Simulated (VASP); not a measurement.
AlSn:

```
Sn Al
1.0
     4.19811    0.00000    0.00000
    -2.09905    3.63567    0.00000
     0.00000    0.00000    3.30685
Sn Al
1 1
Direct
  0.33333 0.66667 0.50000
  0.00000 0.00000 0.00000
```

The cell comes from a database or a generator and needn't be the stable form of this composition.

```yaml
Program: VASP 6.6.1
Task: single point
Functional: PBEsol
Potentials_or_basis: VASP PAW PBE potentials, release 64 (Sn_d, Al)
Cutoff: 520 eV
k_mesh: 7 × 7 × 8
Occupations: fermi-dirac, width 0.05 eV
Spin: no spin polarisation
```

On this cell: pressure -1.8 GPa; largest force under 0.003 eV/Å; band gap on the k mesh none (metal or under the smearing width).

The same run follows on a disturbed copy (atoms moved at random, drawn with an rms of 0.05 Å):

```xyz
2
Lattice="4.1981 0.0000 0.0000 -2.0991 3.6357 0.0000 0.0000 0.0000 3.3068" Properties=species:S:1:pos:R:3 pbc="T T T"
Sn    0.0049    2.4017    1.6397
Al    0.0147    0.0155   -0.0180
```

Question: What changes?

Answer: The energy (extrapolated to zero smearing) moves by +1.4 meV/atom; pressure -1.8 GPa; largest force 0.143 eV/Å; band gap on the k mesh none (metal or under the smearing width).

Forces on the atoms (eV/Å):
```
Sn   0.032  0.139 -0.007
Al  -0.032 -0.139  0.007
```

Stress tensor (GPa, compression positive):
```
-2.27 -0.10  0.00
-0.10 -1.46 -0.01
 0.00 -0.01 -1.70
```

Caveats: the PAW data sets were made with another functional, which shifts forces and pressure a little.
